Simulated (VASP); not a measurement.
Input:

```yaml
crystal:
  lattice:
    - [4.27684, 0.00000, 0.00000]
    - [-2.13842, 3.70385, 0.00000]
    - [0.00000, 0.00000, 9.14181]
  atoms:
    - { symbol: Y, position: [0.33333, 0.66667, 0.02692] }
    - { symbol: Y, position: [0.66667, 0.33333, 0.52692] }
    - { symbol: Te, position: [0.33333, 0.66667, 0.34808] }
    - { symbol: Te, position: [0.66667, 0.33333, 0.84808] }
```

Computed with PBEsol GGA, VASP's PBE PAW potentials (set 64) (plane waves; VASP). Settings: 400 eV cut-off, Gaussian smearing of 0.050 eV, potentials Y_sv Te.

Q: Give the energies of bands 11 to 20 at the high-symmetry points, in eV from the Fermi level.

A: 
| band | Γ | M | K | A | L | H |
|---|---|---|---|---|---|---|
| 11 | -4.95 | -4.48 | -4.02 | -4.45 | -4.51 | -4.00 |
| 12 | -3.83 | -4.47 | -3.85 | -4.45 | -4.51 | -4.00 |
| 13 | -2.42 | -3.55 | -3.85 | -2.26 | -3.40 | -3.88 |
| 14 | -2.42 | -3.37 | -3.73 | -2.26 | -3.40 | -3.88 |
| 15 | -2.08 | -2.81 | -3.25 | -2.26 | -2.57 | -3.01 |
| 16 | -2.08 | -2.28 | -3.25 | -2.26 | -2.57 | -3.01 |
| 17 | -0.20 | -0.38 | 0.14 | 0.48 | -0.17 | 0.20 |
| 18 | 0.35 | -0.13 | 0.39 | 0.48 | -0.17 | 0.20 |
| 19 | 1.06 | 0.91 | 0.76 | 1.32 | 0.96 | 0.64 |
| 20 | 1.06 | 1.56 | 0.76 | 1.32 | 0.96 | 0.64 |

It has no gap at this level: it comes out as a metal or semimetal.

The structure was generated: YTe was put into the wurtzite type (P6_3mc), which need not be its known phase. It was relaxed first, which changed the volume by -33 %.
